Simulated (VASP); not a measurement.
# InAsF6 (R-3) in VASP: reference runs

How does InAsF6 come out in PBE? The cell is run as given and disturbed.

Program: VASP 6.6.1. These are calculated values, not measurements. Logs are shortened: lines on timing, memory, paths and dates and some standing lists are left out, and cuts for length are marked.

## (1) Starting point

It takes space group R-3 (No. 148, trigonal). Conventional cell: a = 7.639 Å, b = 7.639 Å, c = 7.860 Å, α = 90.00°, β = 90.00°, γ = 120.00°. In (site symmetry -3) has 12 F at 3.02 to 3.23 Å as nearest neighbours. Around As (site symmetry -3) lie 6 F at 1.78 Å. Around F (site symmetry 1) lie 1 As at 1.78 Å.

The cell comes from a database or a generator and needn't be the stable form of this composition.

## (2) Single point, PBE

INCAR reads:

```
PREC     = Accurate       # precision mode
ENCUT    = 520            # plane-wave cutoff, eV
EDIFF    = 1E-7           # SCF threshold, eV
ISMEAR   = -1             # smearing method
SIGMA    = 0.05           # smearing width, eV
LREAL    = False          # projectors in reciprocal space
LASPH    = True           # aspherical terms in the spheres
NELM     = 80             # most SCF steps
ALGO     = Normal         # electronic algorithm
ISIF     = 2              # what is computed and relaxed
LWAVE    = False          # write WAVECAR
LCHARG   = False          # write CHGCAR
GGA      = PE             # functional
NBANDS   = 40             # bands
```

KPOINTS reads:

```
regular mesh
0
Gamma
  5 5 5
```

POSCAR reads:

```
InAsF6
1.0
    3.8193378912      2.2050957596      2.6199350752
   -3.8193378912      2.2050957596      2.6199350752
    0.0000000000     -4.4101915192      2.6199350752
In As F
1 1 6
Direct
    0.0000000000      0.0000000000      0.0000000000
    0.5000000000      0.5000000000      0.5000000000
    0.2243380000      0.2971920000      0.5822730000
    0.7028080000      0.4177270000      0.7756620000
    0.4177270000      0.7756620000      0.7028080000
    0.7756620000      0.7028080000      0.4177270000
    0.5822730000      0.2243380000      0.2971920000
    0.2971920000      0.5822730000      0.2243380000
```

Potentials or basis: VASP PAW PBE potentials, release 64 (In_d, As, F).

Started as:

```bash
$ cat potpaw_PBE.64/In_d/POTCAR potpaw_PBE.64/As/POTCAR potpaw_PBE.64/F/POTCAR > POTCAR
$ mpirun -np 1 vasp_std > vasp.out
```

OUTCAR:

```text
PREC = Accurate
   ENCUT = 520
   EDIFF = 1E-7
   ISMEAR = -1
   LREAL = False
   LASPH = True
   NELM = 80
   ISIF = 2
   GGA = PE

 ion  position               nearest neighbor table
   1  0.000  0.000  0.000-
   2  0.500  0.500  0.500-   3 1.78   6 1.78   4 1.78   8 1.78   7 1.78   5 1.78
   3  0.224  0.297  0.582-   2 1.78
   4  0.703  0.418  0.776-   2 1.78
   5  0.418  0.776  0.703-   2 1.78
   6  0.776  0.703  0.418-   2 1.78
   7  0.582  0.224  0.297-   2 1.78
   8  0.297  0.582  0.224-   2 1.78

  LATTYP: Found a trigonal (rhomboedric) cell.
 ALAT       =     5.1297026263
 COS(alpha) =    -0.1087197398

  Lattice vectors:

 A1 = (   3.8193378912,   2.2050957596,   2.6199350752)
 A2 = (  -3.8193378912,   2.2050957596,   2.6199350752)
 A3 = (   0.0000000000,  -4.4101915192,   2.6199350752)

Analysis of symmetry for initial positions (statically):
=====================================================================
 Subroutine PRICEL returns:
 Original cell was already a primitive cell.

 Routine SETGRP: Setting up the symmetry group for a
 trigonal (rhombohedral) supercell.

 Subroutine GETGRP returns: Found  6 space group operations
 (whereof  6 operations were pure point group operations)
 out of a pool of 12 trial point group operations.

The static configuration has the point symmetry S_6 .

Analysis of symmetry for dynamics (positions and initial velocities):
=====================================================================
 Subroutine PRICEL returns:
 Original cell was already a primitive cell.

 Routine SETGRP: Setting up the symmetry group for a
 trigonal (rhombohedral) supercell.

 Subroutine GETGRP returns: Found  6 space group operations
 (whereof  6 operations were pure point group operations)
 out of a pool of 12 trial point group operations.

The dynamic configuration has the point symmetry S_6 .

 Subroutine INISYM returns: Found  6 space group operations
 (whereof  6 operations are pure point group operations),
 and found     1 'primitive' translations

----------------------------------------------------------------------------------------

                                     Primitive cell

  volume of cell :     132.3907

  direct lattice vectors                    reciprocal lattice vectors
     3.819337891  2.205095760  2.619935075     0.130912743  0.075582507  0.127229616
    -3.819337891  2.205095760  2.619935075    -0.130912743  0.075582507  0.127229616
     0.000000000 -4.410191519  2.619935075     0.000000000 -0.151165015  0.127229616

  length of vectors
     5.129702626  5.129702626  5.129702626     0.197580963  0.197580963  0.197580963

  position of ions in fractional coordinates (direct lattice)
     0.000000000  0.000000000  0.000000000
     0.500000000  0.500000000  0.500000000
     0.224338000  0.297192000  0.582273000
     0.702808000  0.417727000  0.775662000
     0.417727000  0.775662000  0.702808000
     0.775662000  0.702808000  0.417727000
     0.582273000  0.224338000  0.297192000
     0.297192000  0.582273000  0.224338000

  ion indices of the primitive-cell ions
   primitive index   ion index
                 1           1
                 2           2
                 3           3
                 4           4
                 5           5
                 6           6
                 7           7
                 8           8

----------------------------------------------------------------------------------------

 KPOINTS: regular mesh

Automatic generation of k-mesh.
 Grid dimensions read from file:
 generate k-points for:    5    5    5

 Generating k-lattice:

  Cartesian coordinates                     Fractional coordinates (reciprocal lattice)
     0.026182549  0.015116501  0.025445923     0.200000000  0.000000000  0.000000000
    -0.026182549  0.015116501  0.025445923     0.000000000  0.200000000  0.000000000
     0.000000000 -0.030233003  0.025445923     0.000000000  0.000000000  0.200000000

  Length of vectors
     0.039516193  0.039516193  0.039516193

  Shift w.r.t. Gamma in fractional coordinates (k-lattice)
     0.000000000  0.000000000  0.000000000

 Subroutine IBZKPT returns following result:
 ===========================================

 Found     23 irreducible k-points:

 Following reciprocal coordinates:
            Coordinates               Weight
  0.000000  0.000000  0.000000      1.000000
  0.200000  0.000000  0.000000      6.000000
  0.400000  0.000000  0.000000      6.000000
  0.200000  0.200000  0.000000      6.000000
  0.400000  0.200000  0.000000      6.000000
 -0.400000 -0.000000 -0.200000      6.000000
[... 15 lines left out ...]
  0.400000  0.400000  0.400000      2.000000
 -0.400000  0.400000  0.400000      6.000000
   k-points           NKPTS =     23   k-points in BZ     NKDIM =     23   number of bands    NBANDS=     40
   number of dos      NEDOS =    301   number of ions     NIONS =      8
   total plane-waves  NPLWV =  64000
   dimension x,y,z NGX =    40 NGY =   40 NGZ =   40
   dimension x,y,z NGXF=    80 NGYF=   80 NGZF=   80
   ions per type =               1   1   6
   NGX,Y,Z   is equivalent  to a cutoff of  12.96, 12.96, 12.96 a.u.
   NGXF,Y,Z  is equivalent  to a cutoff of  25.93, 25.93, 25.93 a.u.
 SYSTEM =  unknown system
   PREC   = accura    normal or accurate (medium, high low for compatibility)
   ISTART =      0    job   : 0-new  1-cont  2-samecut
   ICHARG =      2    charge: 1-file 2-atom 10-const
   ISPIN  =      1    spin polarized calculation?
   LNONCOLLINEAR =      F non collinear calculations
   LSORBIT =      F    spin-orbit coupling
   LASPH  =      T    aspherical Exc in radial PAW
   ENCUT  =  520.0 eV  38.22 Ry    6.18 a.u.   9.54  9.54  9.54*2*pi/ulx,y,z
   NELM   =     80;   NELMIN=  2; NELMDL= -5     # of ELM steps
   EDIFF  = 0.1E-06   stopping-criterion for ELM
   LREAL  =      F    real-space projection
   EDIFFG = 0.1E-05   stopping-criterion for IOM
   NSW    =      0    number of steps for IOM
   IBRION =     -1    ionic relax: 0-MD 1-quasi-New 2-CG
   NFREE  =      0    steps in history (QN), initial steepest desc. (CG)
   ISIF   =      2    stress and relaxation
   ISYM   =      2    0-nonsym 1-usesym 2-fastsym
   POTIM  = 0.5000    time-step for ionic-motion
   TEBEG  =    0.0;   TEEND  =   0.0 temperature during run
   PSTRESS=    0.0 pullay stress
   NELECT =      60.0000    total number of electrons
   NUPDOWN=      -1.0000    fix difference up-down
   EMIN   =  10.00;   EMAX   =-10.00  energy-range for DOS
   EFERMI =   0.00;   METHOD = LEGACY
   ISMEAR =    -1;   SIGMA  =   0.05  broadening in eV -4-tet -1-fermi 0-gaus
   EFERMI_NEDOS =   21; number of points for ismear=-14 and -15
   IALGO  =     38    algorithm
   IMIX   =      4    mixing-type and parameters
     AMIX     =   0.40;   BMIX     =  1.00
     AMIX_MAG =   1.60;   BMIX_MAG =  1.00
  volume/ion in A,a.u.               =      16.55       111.68
  Fermi-wavevector in a.u.,A,eV,Ry     =   1.257495  2.376320 21.514794  1.581293
  Thomas-Fermi vector in A             =   2.391151
   LORBIT       =      0    0 simple, 1 ext, 2 COOP (PROOUT), +10 PAW based schemes
   GGA     = PE    functional components
   LHFCALC =     F    Hartree Fock is set to
   AEXX    =    0.0000 exact exchange contribution
   IVDW    =     0    specifies the selected vdW correction
   LEPSILON=     F    determine dielectric tensor
   LRPA    =     F    only Hartree local field effects (RPA)
 non-spin polarized calculation
  energy-cutoff  :      520.00
  volume of cell :      132.39
 maximum number of plane-waves:      3603
 NGX is ok and might be reduce to    40
   NGX = 19   NGY = 19   NGZ = 19

 number of electron      60.0000008 magnetization

 Free energy of the ion-electron system (eV)
  ---------------------------------------------------
  ext. energy  EPLUGINS =         0.00000000
  ---------------------------------------------------
  free energy    TOTEN  =       -34.69888166 eV

  energy without entropy =      -34.69888166  energy(sigma->0) =      -34.69888166

 E-fermi :   0.4798     XC(G=0):  -8.5150

 val. band max:       -0.6984820634   @ k =  -0.4000  -0.4000   0.2000
 cond. band min:       2.7413745929   @ k =   0.4000   0.0000   0.0000
 fundamental gap:      3.4398566563
 Fermi energy:         0.4797974498

 k-point     1 :       0.0000    0.0000    0.0000
  band No.  band energies     occupation
      1     -24.4569      2.00000
      2     -23.0267      2.00000
      3     -23.0048      2.00000
      4     -23.0048      2.00000
      5     -22.3631      2.00000
      6     -22.3631      2.00000
[... 32 lines left out ...]
     39      10.5642      0.00000
     40      10.5642      0.00000

 k-point     2 :       0.2000    0.0000    0.0000
  band No.  band energies     occupation
      1     -24.4447      2.00000
      2     -23.0402      2.00000
      3     -23.0116      2.00000
      4     -22.9968      2.00000
      5     -22.3709      2.00000
      6     -22.3599      2.00000
[... 32 lines left out ...]
     39      10.7889      0.00000
     40      11.0314      0.00000

 k-point     3 :       0.4000    0.0000    0.0000
  band No.  band energies     occupation
      1     -24.4245      2.00000
      2     -23.0717      2.00000
      3     -23.0138      2.00000
      4     -22.9836      2.00000
      5     -22.3841      2.00000
      6     -22.3551      2.00000
[... 32 lines left out ...]
     39      11.1805      0.00000
     40      11.6852      0.00000

 k-point     4 :       0.2000    0.2000    0.0000
  band No.  band energies     occupation
      1     -24.4322      2.00000
      2     -23.0473      2.00000
      3     -23.0181      2.00000
      4     -22.9972      2.00000
      5     -22.3719      2.00000
      6     -22.3626      2.00000
[... 32 lines left out ...]
     39      11.2685      0.00000
     40      11.4305      0.00000
[... 729 lines left out ...]
     39      11.3119      0.00000
     40      12.0309      0.00000

 k-point    22 :       0.4000    0.4000    0.4000
  band No.  band energies     occupation
      1     -24.3686      2.00000
      2     -23.0828      2.00000
      3     -23.0080      2.00000
      4     -23.0080      2.00000
      5     -22.3971      2.00000
      6     -22.3971      2.00000
[... 32 lines left out ...]
     39      11.0091      0.00000
     40      11.9763      0.00000

 k-point    23 :      -0.4000    0.4000    0.4000
  band No.  band energies     occupation
      1     -24.3696      2.00000
      2     -23.0808      2.00000
      3     -23.0070      2.00000
      4     -23.0051      2.00000
      5     -22.4000      2.00000
      6     -22.3977      2.00000
[... 32 lines left out ...]
     39      11.0536      0.00000
     40      12.6325      0.00000

------------------------ aborting loop because EDIFF is reached ----------------------------------------

  FORCE on cell =-STRESS in cart. coord.  units (eV):
  Direction    XX          YY          ZZ          XY          YZ          ZX
  --------------------------------------------------------------------------------------
  -------------------------------------------------------------------------------------
  Total        0.0991478      0.0991478     -0.1240684     -0.0000000      0.0000000      0.0000000
  in kB        1.1998764      1.1998764     -1.5014618     -0.0000002      0.0000000      0.0000000
  external PRESSURE =       0.2994303 kB  Pullay stress =       0.0000000 kB

 VOLUME and BASIS-vectors are now :
 -----------------------------------------------------------------------------
  energy-cutoff  :      520.00
  volume of cell :      132.39
      direct lattice vectors                 reciprocal lattice vectors
     3.819337891  2.205095760  2.619935075     0.130912743  0.075582507  0.127229616
    -3.819337891  2.205095760  2.619935075    -0.130912743  0.075582507  0.127229616
     0.000000000 -4.410191519  2.619935075     0.000000000 -0.151165015  0.127229616

 POSITION                                       TOTAL-FORCE (eV/Angst)
 -----------------------------------------------------------------------------------
      0.00000      0.00000      0.00000        -0.000000     -0.000000      0.000000
      0.00000      0.00000      3.92990        -0.000000     -0.000000     -0.000000
     -0.27825     -1.41791      2.89189         0.008173      0.005666     -0.003571
      1.08882     -0.94993      4.96791        -0.000820      0.009911      0.003571
     -1.36707     -0.46798      4.96791         0.008993     -0.004245      0.003571
      0.27825      1.41791      4.96791        -0.008173     -0.005666      0.003571
      1.36707      0.46798      2.89189        -0.008993      0.004245     -0.003571
     -1.08882      0.94993      2.89189         0.000820     -0.009911     -0.003571
 -----------------------------------------------------------------------------------
    total drift:                                0.000000     -0.000000     -0.000000

  FREE ENERGIE OF THE ION-ELECTRON SYSTEM (eV)
  ---------------------------------------------------
  free  energy   TOTEN  =       -34.6988816642 eV

  energy  without entropy=      -34.6988816641  energy(sigma->0) =      -34.69888166
```

Wall time 1.9 min (1 thread of Intel Xeon Platinum 8488C (Sapphire Rapids), shared host); peak memory 0.29 GiB.

What came out:

```
Free energy            : -34.6989 eV
Pressure               : 0.0 GPa
Largest force          : 0.011 eV/Å
Band gap on the k mesh : 3.44 eV, indirect (least direct gap 3.65 eV)
```

Forces on the atoms (eV/Å):
```
In   0.000  0.000  0.000
As   0.000  0.000  0.000
F    0.008  0.006 -0.004
F   -0.001  0.010  0.004
F    0.009 -0.004  0.004
F   -0.008 -0.006  0.004
F   -0.009  0.004 -0.004
F    0.001 -0.010 -0.004
```

Levels at points of the mesh, in eV from the valence-band top:
| k point | band 27 | band 28 | band 29 | band 30 | band 31 | band 32 | band 33 | band 34 |
| --- | --- | --- | --- | --- | --- | --- | --- | --- |
| (0.00, 0.00, 0.00) | -1.99 | -1.99 | -1.77 | -0.97 | 4.09 | 6.00 | 6.59 | 6.59 |

Caveat: spin-orbit coupling is left out, which moves the levels of the heavy elements; an odd mesh through Γ misses points on the zone boundary, where band edges often lie. As with any semilocal functional, this PBE gap is likely too small.

## (3) Single point, PBE (atoms moved at random, drawn with an rms of 0.05 Å)

INCAR reads:

```
ALGO = Normal
EDIFF = 1E-7
ENCUT = 520
GGA = PE
ISIF = 2
ISMEAR = -1
LASPH = True
LCHARG = False
LREAL = False
LWAVE = False
NBANDS = 40
NELM = 60
PREC = Accurate
SIGMA = 0.05
```

KPOINTS reads:

```
k-points
0
Gamma
  5 5 5
```

POSCAR reads:

```
InAsF6
1.0
    3.8193378912      2.2050957596      2.6199350752
   -3.8193378912      2.2050957596      2.6199350752
    0.0000000000     -4.4101915192      2.6199350752
In As F
1 1 6
Direct
    0.0044410000      0.0008360000     -0.0026190000
    0.5144920000      0.4945540000      0.4985310000
    0.2358440000      0.2909130000      0.5823390000
    0.6969400000      0.4161360000      0.7850820000
    0.4128770000      0.7656360000      0.7032560000
    0.7684600000      0.7022030000      0.4078300000
    0.5804120000      0.2336080000      0.2976960000
    0.2967950000      0.5808310000      0.2258430000
```

Potentials or basis: VASP PAW PBE potentials, release 64 (In_d, As, F).

Started as:

```bash
$ cat potpaw_PBE.64/In_d/POTCAR potpaw_PBE.64/As/POTCAR potpaw_PBE.64/F/POTCAR > POTCAR
$ mpirun -np 1 vasp_std > vasp.out
```

It took 6.2 min on 1 thread of Intel Xeon Platinum 8488C (Sapphire Rapids), shared host; peak memory 0.41 GiB.

Results (log left out):

```
Free energy            : -34.4741 eV
Pressure               : 2.1 GPa
Largest force          : 3.798 eV/Å
Band gap on the k mesh : 3.63 eV, indirect (least direct gap 3.84 eV)
```

Forces on the atoms (eV/Å):
```
In   0.101  0.078  0.061
As  -3.418 -1.650 -0.121
F   -0.016 -0.028 -0.160
F    0.466  0.336  0.276
F    0.285  0.266  0.081
F    0.336  0.573  0.834
F    2.005  0.614 -1.131
F    0.240 -0.189  0.161
```

Stress tensor (GPa, compression positive):
```
 2.77  1.30 -1.55
 1.30  0.80  0.73
-1.55  0.73  2.61
```

Levels at points of the mesh, in eV from the valence-band top:
```
           k point  band 28  band 29  band 30  band 31  band 32  band 33
(0.00, 0.00, 0.00)    -1.75    -1.53    -0.95     4.39     5.97     6.57
```

Caveat: spin-orbit coupling is left out, which moves the levels of the heavy elements; an odd mesh through Γ misses points on the zone boundary, where band edges often lie.
